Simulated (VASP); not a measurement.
Crystal: CdTe.

```
CELL_PARAMETERS angstrom
0.00000 3.28017 3.28017
3.28017 0.00000 3.28017
3.28017 3.28017 0.00000
ATOMIC_POSITIONS crystal
Cd 0.00000 0.00000 0.00000
Te 0.75000 0.75000 0.75000
```

The cell is a database's computed one.

Base run:

| Property | Result |
| --- | --- |
| Program | VASP 6.6.1 |
| Functional | r2SCAN |
| Potentials or basis | VASP PAW PBE potentials, release 64 (Cd, Te) |
| Cutoff | 450 eV |
| k mesh | 10 × 10 × 10 |
| Occupations | gaussian, width 0.02 eV |
| Spin | no spin polarisation |

Its results: band gap on the k mesh 1.15 eV, direct; pressure 0.0 GPa.

Question: After a change of settings the same cell gave: band gap on the k mesh 0.66 eV, direct; pressure 1.1 GPa. Which change was it?
A. functional from r2SCAN to PBE0; k mesh from 10 × 10 × 10 to 6 × 6 × 6
B. functional from r2SCAN to PBE; cutoff from 450 eV to 600 eV
C. functional from r2SCAN to LDA; potentials or basis from VASP PAW PBE potentials, release 64 (Cd, Te) to VASP PAW LDA potentials, release 64 (Cd, Te)
D. functional from r2SCAN to HSE06; k mesh from 10 × 10 × 10 to 6 × 6 × 6

Answer: B.

r2SCAN gives the wider gap, since meta-GGAs in the generalised Kohn-Sham scheme recover part of the derivative discontinuity.

Caveats: spin-orbit coupling is left out, which moves the levels of the heavy elements; the PAW data sets were made with another functional, which shifts forces and pressure a little (some runs).
